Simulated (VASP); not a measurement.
These are PBE0 hybrid, VASP's PBE PAW potentials (set 64) (plane waves; VASP) values and carry that method's errors.

Input for VASP

File POSCAR:
```
SnTe
1
    0.0000000000     3.1708795459     3.1708795459
    3.1708795459     0.0000000000     3.1708795459
    3.1708795459     3.1708795459     0.0000000000
Sn Te
1 1
Direct
  0.0000000000   0.0000000000   0.0000000000
  0.5000000000   0.5000000000   0.5000000000
```

File KPOINTS:
```
kpoints
0
Gamma
6 6 6
0 0 0
```

### INCAR
```
AEXX = 0.25
ALGO = Normal
EDIFF = 1E-6
ENCUT = 520
GGA = PE
HFRCUT = -1
ISIF = 2
ISMEAR = 0
ISYM = 3
LASPH = T
LCHARG = F
LHFCALC = T
LMAXMIX = 4
LREAL = F
LWAVE = F
NELM = 60
PREC = Accurate
PRECFOCK = Fast
SIGMA = 0.05
SYSTEM = SnTe
```

POTCAR, in this order: Sn_d Te (PBE.64 set). Program: vasp_std. Read from the step before: WAVECAR.

The run wrote:

### OSZICAR
```
       N       E                     dE             d eps       ncg     rms          rms(c)
DAV:   1    -0.996564549580E+01   -0.99656E+01   -0.12257E+00   448   0.921E+00    0.980E+00
DAV:   2    -0.998457277568E+01   -0.18927E-01   -0.45416E-02   546   0.160E+00    0.627E+00
DAV:   3    -0.998461772061E+01   -0.44945E-04   -0.26372E-03   540   0.388E-01    0.378E+00
DAV:   4    -0.998401833574E+01    0.59938E-03   -0.11406E-03   478   0.237E-01    0.226E+00
DAV:   5    -0.998395255000E+01    0.65786E-04   -0.39227E-04   510   0.140E-01    0.138E+00
DAV:   6    -0.998393547918E+01    0.17071E-04   -0.49709E-05   504   0.659E-02    0.830E-01
DAV:   7    -0.998392665779E+01    0.88214E-05   -0.83288E-06   496   0.317E-02    0.499E-01
DAV:   8    -0.998392452881E+01    0.21290E-05   -0.31756E-06   466   0.156E-02    0.299E-01
DAV:   9    -0.998392470805E+01   -0.17924E-06   -0.10420E-06   262   0.786E-03
   1 F= -.99839247E+01 E0= -.99839247E+01  d E =-.208022E-17
```

**OUTCAR**
```
------------------------ aborting loop because EDIFF is reached ----------------------------------------
  FORCE on cell =-STRESS in cart. coord.  units (eV):
  Direction    XX          YY          ZZ          XY          YZ          ZX
  --------------------------------------------------------------------------------------
  Total        0.1440505      0.1440505      0.1440505     -0.0000000     -0.0000000      0.0000000
  in kB        3.6195620      3.6195620      3.6195620     -0.0000000     -0.0000000      0.0000000
  external PRESSURE =       3.6195620 kB  Pullay stress =       0.0000000 kB
  volume of cell :       63.76
      direct lattice vectors                 reciprocal lattice vectors
     0.000000000  3.170879546  3.170879546    -0.157684955  0.157684955  0.157684955
     3.170879546  0.000000000  3.170879546     0.157684955 -0.157684955  0.157684955
     3.170879546  3.170879546  0.000000000     0.157684955  0.157684955 -0.157684955
 POSITION                                       TOTAL-FORCE (eV/Angst)
 -----------------------------------------------------------------------------------
      0.00000      0.00000      0.00000        -0.000000      0.000000      0.000000
      3.17088      3.17088      3.17088         0.000000     -0.000000     -0.000000
 -----------------------------------------------------------------------------------
    total drift:                                0.000000      0.000000     -0.000000
  FREE ENERGIE OF THE ION-ELECTRON SYSTEM (eV)
  ---------------------------------------------------
  free  energy   TOTEN  =        -9.9839247081 eV

  energy  without entropy=       -9.9839247081  energy(sigma->0) =       -9.98392471

  exchange ACFDT corr.  =         0.00000000  see jH, gK, PRB 81, 115126
```
(Selected blocks of OUTCAR.)

File OUTCAR:
```
 val. band max:        6.4423915546   @ k =   0.5000   0.0000   0.0000

 cond. band min:       7.0686802769   @ k =   0.5000   0.0000   0.0000


 Fermi energy:         6.7303020484

 k-point     1 :       0.0000    0.0000    0.0000
  band No.  band energies     occupation
      1     -18.1079      2.00000
      2     -18.1079      2.00000
      3     -18.0969      2.00000
      4     -18.0969      2.00000
      5     -18.0969      2.00000
      6      -7.9051      2.00000
      7       1.0734      2.00000
      8       3.7866      2.00000
      9       3.7866      2.00000
     10       3.7866      2.00000
     11      10.8380      0.00000
     12      10.8380      0.00000
     13      10.8380      0.00000
     14      12.1627      0.00000

 k-point     2 :       0.1667    0.0000    0.0000
  band No.  band energies     occupation
      1     -18.1091      2.00000
      2     -18.1091      2.00000
      3     -18.0961      2.00000
      4     -18.0952      2.00000
      5     -18.0952      2.00000
      6      -7.6451      2.00000
      7      -0.2137      2.00000
      8       3.8343      2.00000
      9       3.8343      2.00000
     10       4.6898      2.00000
     11       9.6379      0.00000
     12       9.6379      0.00000
     13       9.6753      0.00000
     14      12.1724      0.00000

 k-point     3 :       0.3333    0.0000    0.0000
  band No.  band energies     occupation
      1     -18.1121      2.00000
      2     -18.1121      2.00000
      3     -18.0957      2.00000
      4     -18.0922      2.00000
      5     -18.0922      2.00000
      6      -6.9862      2.00000
      7      -2.1052      2.00000
      8       4.0346      2.00000
      9       4.0346      2.00000
     10       5.7451      2.00000
     11       8.0819      0.00000
     12       8.1004      0.00000
     13       8.1004      0.00000
     14      13.3424      0.00000

 k-point     4 :       0.5000    0.0000    0.0000
  band No.  band energies     occupation
...
```

Unless said otherwise, spin-orbit coupling is left out, though it shifts the bands of the heavy elements here.

The compound is SnTe in the rock salt structure, which distorts at low temperature. This cell is one point of a volume scan, at 0.97 of the reference volume. The cell's shape comes from a PBE relaxation.
